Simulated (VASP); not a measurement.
**InSe: GW quasiparticle gap**

How does the gap of InSe change from the starting functional to GW? The cell has space group R3m. The start is a cell from a database of measured crystal structures.

Program: VASP 6.6.1. Level of theory: r2SCAN; plane waves and PAW (In_d_GW, Se_GW), in the first sound run; inputs show where later runs differ. Results are calculated unless marked as measured.

Most raw output is cut from this account.

**1. The starting structure**

It takes space group R3m (No. 160, trigonal). Conventional cell: a = 4.000 Å, b = 4.000 Å, c = 24.950 Å, α = 90.00°, β = 90.00°, γ = 120.00°. Nearest to In lie 3 Se at 2.64 Å and 1 In at 2.80 Å. Nearest to Se lie 3 In at 2.64 Å. Se has 3 In at 2.64 Å nearest. Farther neighbours and most contacts between anions are not listed.

As a file:

```
In Se
1.0
     2.00000    1.15470    8.31667
    -2.00000    1.15470    8.31667
     0.00000   -2.30940    8.31667
In Se
2 2
Direct
  0.00000 0.00000 0.00000
  0.11220 0.11220 0.11220
  0.61550 0.61550 0.61550
  0.83000 0.83000 0.83000
```

**2. Ground state, k-mesh 4×4×4**

The orbitals come from a self-consistent r2SCAN run with a tight EDIFF and a narrow smearing. KPOINTS_OPT adds the bands along a path, which shows whether the mesh holds the band edges.

INCAR reads:

```
SYSTEM = InSe
PREC = Accurate
ENCUT = 300
EDIFF = 1E-08
NELM = 100
ISMEAR = 0
SIGMA = 0.01
LREAL = .FALSE.
ALGO = Normal
METAGGA = R2SCAN
LASPH = .TRUE.
NBANDS = 25
LORBIT = 11
LWAVE = .TRUE.
LCHARG = .FALSE.
KPAR = 8
```

POSCAR reads:

```
InSe
1.0
    2.0000000000      1.1547005384      8.3166666667
   -2.0000000000      1.1547005384      8.3166666667
    0.0000000000     -2.3094010768      8.3166666667
In Se
2 2
Direct
    0.0000000000      0.0000000000      0.0000000000
    0.1122000000      0.1122000000      0.1122000000
    0.6155000000      0.6155000000      0.6155000000
    0.8300000000      0.8300000000      0.8300000000
```

KPOINTS reads:

```
Automatic mesh
0
Gamma
4 4 4
0 0 0
```

KPOINTS_OPT reads:

```
Line mode
12
Line-mode
Reciprocal
  0.00000000   0.00000000   0.00000000 GAMMA
  0.50000000   0.00000000   0.00000000 L

  0.50000000   0.00000000   0.00000000 L
  0.50000000   0.17951802  -0.17951802 B1

  0.82048198   0.50000000   0.17951802 B
  0.50000000   0.50000000   0.50000000 Z

  0.50000000   0.50000000   0.50000000 Z
  0.00000000   0.00000000   0.00000000 GAMMA

  0.00000000   0.00000000   0.00000000 GAMMA
  0.33975901   0.00000000  -0.33975901 X

  0.66024099   0.33975901   0.00000000 Q
  0.50000000   0.50000000   0.00000000 F

  0.50000000   0.50000000   0.00000000 F
  0.66024099   0.66024099   0.17951802 P1

  0.66024099   0.66024099   0.17951802 P1
  0.50000000   0.50000000   0.50000000 Z

  0.50000000   0.00000000   0.00000000 L
  0.82048198   0.33975901   0.33975901 P
```

The projector-augmented-wave data sets are In_d_GW and Se_GW (PBE family, release 64).

Started as:

```bash
> mpirun -np 8 vasp_std
```

It took 3.6 min on 8 MPI ranks of Intel Xeon 6975P-C (Granite Rapids), shared host; peak memory 3.1 GiB; 23 min of CPU time.

The PAW data sets were made with PBE, which is usual practice but a small mismatch for other functionals.

Numbers from this step:

```yaml
free_energy_toten: -76.2843 eV
fermi_energy: 3.165 eV
pressure: 1.222 GPa
least_gap_on_mesh_and_path: 0.7865 eV
least_direct_gap_on_mesh_and_path: 0.7865 eV
```

The highest empty bands on the path are converged less tightly, to about 0.1 eV. The electronic bands at the labelled points (eV, zero at the valence-band top; v1 is the highest filled band, c1 the lowest empty one):

| point | v4 | v3 | v2 | v1 | c1 | c2 | c3 | c4 |
| --- | --- | --- | --- | --- | --- | --- | --- | --- |
| Γ | -1.44 | -1.44 | -1.30 | -1.30 | 2.08 | 2.54 | 4.66 | 4.66 |
| 0.55 of the way | -2.11 | -2.11 | -1.93 | -1.13 | 2.10 | 2.43 | 4.29 | 4.67 |
| L | -2.53 | -2.50 | -2.34 | -1.76 | 1.39 | 2.27 | 3.99 | 4.35 |
| 0.45 of the way | -3.38 | -3.04 | -2.26 | -1.64 | 2.02 | 2.61 | 3.74 | 4.63 |
| B1 | -3.83 | -2.66 | -2.38 | -1.88 | 1.85 | 2.74 | 3.62 | 4.75 |
| jump to B | -3.83 | -2.66 | -2.38 | -1.88 | 1.85 | 2.74 | 3.62 | 4.75 |
| 0.55 of the way | -2.96 | -2.39 | -2.02 | -0.62 | 2.60 | 3.05 | 4.30 | 4.74 |
| Z | -1.51 | -1.22 | -1.22 | 0.00 | 0.79 | 2.59 | 4.56 | 4.56 |
| 0.55 of the way | -1.47 | -1.26 | -1.26 | -0.99 | 1.64 | 2.58 | 4.62 | 4.62 |
| Γ | -1.44 | -1.44 | -1.30 | -1.30 | 2.08 | 2.54 | 4.66 | 4.66 |
| 0.45 of the way | -2.34 | -2.32 | -1.87 | -1.07 | 2.47 | 2.84 | 3.92 | 4.92 |
| X | -3.85 | -2.71 | -2.36 | -1.84 | 1.91 | 2.64 | 3.66 | 4.71 |
| jump to Q | -3.85 | -2.71 | -2.36 | -1.84 | 1.91 | 2.64 | 3.66 | 4.71 |
| 0.55 of the way | -2.92 | -2.77 | -2.61 | -1.68 | 1.85 | 2.32 | 3.94 | 4.45 |
| F | -2.81 | -2.67 | -2.15 | -1.60 | 1.40 | 2.24 | 3.62 | 3.89 |
| 0.45 of the way | -2.78 | -2.66 | -2.15 | -1.64 | 1.46 | 2.19 | 3.63 | 3.94 |
| P1 | -2.72 | -2.64 | -2.18 | -1.75 | 1.65 | 2.05 | 3.68 | 4.09 |
| 0.55 of the way | -2.89 | -2.04 | -1.64 | -0.49 | 2.26 | 2.91 | 4.33 | 4.72 |
| Z | -1.51 | -1.22 | -1.22 | 0.00 | 0.79 | 2.59 | 4.56 | 4.56 |
| jump to L | -2.53 | -2.50 | -2.34 | -1.76 | 1.39 | 2.27 | 3.99 | 4.35 |
| 0.45 of the way | -2.56 | -2.53 | -2.28 | -1.82 | 1.55 | 2.11 | 3.88 | 4.33 |
| P | -2.72 | -2.64 | -2.18 | -1.75 | 1.65 | 2.05 | 3.68 | 4.09 |

Of the projections kept (In, Se), the largest for each band there; the rest of the weight can lie on other orbitals:

| point | v4 | v3 | v2 | v1 | c1 | c2 | c3 | c4 |
| --- | --- | --- | --- | --- | --- | --- | --- | --- |
| Γ | Se 0.85 | Se 0.85 | Se 0.83 | Se 0.83 | Se 0.54 | In 0.71 | In 0.84 | In 0.84 |
| L | Se 0.69 | Se 0.80 | Se 0.75 | Se 0.57 | In 0.60 | In 0.63 | In 0.66 | In 0.70 |
| B1 | Se 0.73 | Se 0.75 | Se 0.75 | In 0.56 | In 0.60 | In 0.67 | In 0.50 | In 0.54 |
| B | Se 0.73 | Se 0.75 | Se 0.75 | In 0.56 | In 0.60 | In 0.67 | In 0.50 | In 0.54 |
| Z | Se 0.84 | Se 0.85 | Se 0.85 | Se 0.74 | In 0.57 | In 0.66 | In 0.84 | In 0.84 |
| Γ | Se 0.85 | Se 0.85 | Se 0.83 | Se 0.83 | Se 0.54 | In 0.71 | In 0.84 | In 0.84 |

The cell has a gap of 0.786 eV on mesh and path. Spin-orbit coupling is left out, which can shift or reorder these edges. Forces of up to 0.088 eV/Å remain in these settings.

**3. Empty bands, k-mesh 4×4×4**

The next step needs empty bands that the ground-state run didn't converge, so the Hamiltonian is diagonalised exactly for NBANDS bands, in a single step. LOPTICS writes the k-derivatives of the orbitals (WAVEDER), which give the long-wavelength limit of the screening.

INCAR reads:

```
SYSTEM = InSe
PREC = Accurate
ENCUT = 300
ISMEAR = 0
SIGMA = 0.01
LREAL = .FALSE.
METAGGA = R2SCAN
LASPH = .TRUE.
NBANDS = 264
ALGO = Exact
NELM = 1
LWAVE = .TRUE.
LCHARG = .FALSE.
LOPTICS = .TRUE.
NEDOS = 1000
CSHIFT = 0.1
```

POSCAR is that of step 2.

KPOINTS is that of step 2.

Started as:

```bash
> mpirun -np 8 vasp_std
```

Wall time 44 s (8 MPI ranks); peak memory 1.8 GiB; 4.7 min of CPU time.

The gap is read on the k-mesh alone, so it is an upper bound where the band edges lie off the mesh.

This step gave:

```
gap on the k-mesh              : 0.7865 eV
least direct gap on the k-mesh : 0.7865 eV
```

WAVECAR now holds 264 bands for 38 electrons. Its independent-particle dielectric tensor has xx, yy, zz = 9.3, 9.3, 15.9 on this mesh, which isn't tested for convergence in mesh or bands and lacks local fields.

**4. G0W0, k-mesh 4×4×4**

This step: G0W0 on r2SCAN; plane waves and PAW (In_d_GW, Se_GW) (VASP 6.6.1).

G0W0 keeps orbitals and screening fixed and shifts each of the lowest NBANDSGW levels once.

INCAR reads:

```
SYSTEM = InSe
PREC = Accurate
ENCUT = 300
ISMEAR = 0
SIGMA = 0.01
LREAL = .FALSE.
METAGGA = R2SCAN
LASPH = .TRUE.
NBANDS = 264
ALGO = EVGW0
NELMGW = 1
ENCUTGW = 100
NOMEGA = 48
PRECFOCK = Fast
NBANDSGW = 32
LWAVE = .FALSE.
LCHARG = .FALSE.
```

POSCAR is that of step 3.

KPOINTS is that of step 3.

Started as:

```bash
> mpirun -np 8 vasp_std
```

Run time: 8.1 min. Hardware: 8 MPI ranks; peak memory 2.6 GiB.

Numbers from this step:

* quasiparticle gap on the mesh: 1.239 eV
* smallest direct quasiparticle gap on the mesh: 1.239 eV
* gap of the starting orbitals on the mesh: 0.7865 eV

GW takes the gap from 0.786 to 1.239 eV. Spin-orbit coupling is left out. The value holds for 264 bands, ENCUTGW = 100 eV and this mesh, and isn't shown to be converged in them.

**5. Ground state, k-mesh 6×6×6**

This step: r2SCAN; plane waves and PAW (In_d_GW, Se_GW) (VASP 6.6.1).

Many-body steps start from the orbitals of a self-consistent run, here r2SCAN. A small SIGMA keeps every occupation at zero or full.

INCAR reads:

```
SYSTEM = InSe
PREC = Accurate
ENCUT = 300
EDIFF = 1E-08
NELM = 100
ISMEAR = 0
SIGMA = 0.01
LREAL = .FALSE.
ALGO = Normal
METAGGA = R2SCAN
LASPH = .TRUE.
NBANDS = 25
LORBIT = 11
LWAVE = .TRUE.
LCHARG = .FALSE.
KPAR = 8
```

POSCAR is that of step 4.

KPOINTS reads:

```
Automatic mesh
0
Gamma
6 6 6
0 0 0
```

Started as:

```bash
> mpirun -np 8 vasp_std
```

It took 1.7 min on 8 MPI ranks; peak memory 3.1 GiB.

This step gave:

```
free energy (TOTEN)            : -76.3444 eV
Fermi energy                   : 3.208 eV
pressure                       : 1.052 GPa
gap on the k-mesh              : 0.7895 eV
least direct gap on the k-mesh : 0.7895 eV
```

The cell has a gap of 0.789 eV on this mesh. Spin-orbit coupling is left out, which can shift or reorder these edges. Forces of up to 0.096 eV/Å remain in these settings.

**6. Empty bands, k-mesh 6×6×6**

The empty bands are made again, for the run that follows.

INCAR reads:

```
SYSTEM = InSe
PREC = Accurate
ENCUT = 300
ISMEAR = 0
SIGMA = 0.01
LREAL = .FALSE.
METAGGA = R2SCAN
LASPH = .TRUE.
NBANDS = 264
ALGO = Exact
NELM = 1
LWAVE = .TRUE.
LCHARG = .FALSE.
LOPTICS = .TRUE.
NEDOS = 1000
CSHIFT = 0.1
```

POSCAR is that of step 5.

KPOINTS is that of step 5.

Started as:

```bash
> mpirun -np 8 vasp_std
```

Wall time 2 min (8 MPI ranks); peak memory 2.6 GiB.

**7. G0W0, k-mesh 6×6×6**

This step: G0W0 on r2SCAN; plane waves and PAW (In_d_GW, Se_GW) (VASP 6.6.1).

The mesh goes to 6×6×6.

INCAR reads:

```
SYSTEM = InSe
PREC = Accurate
ENCUT = 300
ISMEAR = 0
SIGMA = 0.01
LREAL = .FALSE.
METAGGA = R2SCAN
LASPH = .TRUE.
NBANDS = 264
ALGO = EVGW0
NELMGW = 1
ENCUTGW = 100
NOMEGA = 48
PRECFOCK = Fast
NBANDSGW = 32
LWAVE = .FALSE.
LCHARG = .FALSE.
```

POSCAR is that of step 6.

KPOINTS is that of step 6.

Started as:

```bash
> mpirun -np 8 vasp_std
```

The job ended after 56 min (8 MPI ranks; peak memory 5.2 GiB; 7.2 h of CPU time).

Numbers from this step:

- quasiparticle gap on the mesh: 1.258 eV
- smallest direct quasiparticle gap on the mesh: 1.258 eV
- gap of the starting orbitals on the mesh: 0.7895 eV

The gap is now 1.258 eV, +20 meV against the GW run before. Spin-orbit coupling is left out.

**8. Summary**

This step: GW series: G0W0 on r2SCAN; plane waves and PAW (VASP 6.6.1).

No new run; the numbers come from the runs before.

Cost is wall time times ranks on a shared host, with the step that makes the empty bands. GW runs:

| level | bands | ENCUTGW (eV) | NOMEGA | k mesh | starting gap (eV) | quasiparticle gap (eV) | direct gap (eV) | cost (core minutes) |
| --- | --- | --- | --- | --- | --- | --- | --- | --- |
| G0W0 | 264 | 100 | 48 | 4x4x4 | 0.7865 | 1.239 | 1.239 | 70.55 |
| G0W0 | 264 | 100 | 48 | 6x6x6 | 0.7895 | 1.258 | 1.258 | 466.1 |

**9. Results**

```json
{"G0W0 on r2SCAN, 264 bands, ENCUTGW 100 eV, NOMEGA 48, mesh 4×4×4": "0.786 → 1.239 eV", "G0W0 on r2SCAN, 264 bands, ENCUTGW 100 eV, NOMEGA 48, mesh 6×6×6": "0.789 → 1.258 eV"}
```

In words: G0W0 gives a quasiparticle gap of 1.258 eV on the mesh, 0.47 eV over the r2SCAN gap on the same mesh. On mesh and path the starting valence top lies at (0.5, 0.5, 0.5) and the conduction bottom at (0.5, 0.5, 0.5), so the starting gap is direct. Both points lie on the GW mesh. Every mesh holds the starting band edges. Bands and response cutoff weren't varied. In In_d_GW the d shell is in the valence without all the semicore s and p states of the same shell; those stay frozen in the core, and how far that moves the GW gap wasn't tested here. Spin-orbit coupling is left out; with In and Se in the cell it can split or shift band edges, by an amount that depends on which atoms form them and isn't tested here. Not tabulated here, as repeats of values shown or as unfit to read for their mesh, reference level or band range: eps2 curves (empty bands); eps1 curves and static values (empty bands); gaps (empty bands).

[Lines on the potential files, build, host, timing and source positions are cut from VASP's logs without a mark.]

[Logs are printed without paths, hosts, clocks, repeated set-up lines and the standing remarks that a program may print on its own settings, such as how far it seeks lower states.]

[Hosts, paths, dates, database ids (printed as entryN), source tags and the programs' standing remarks are cut or masked in the printed files.]

[Pressures printed for these runs are not shown converged in the cutoff: they can be off by several GPa and have the wrong sign.]
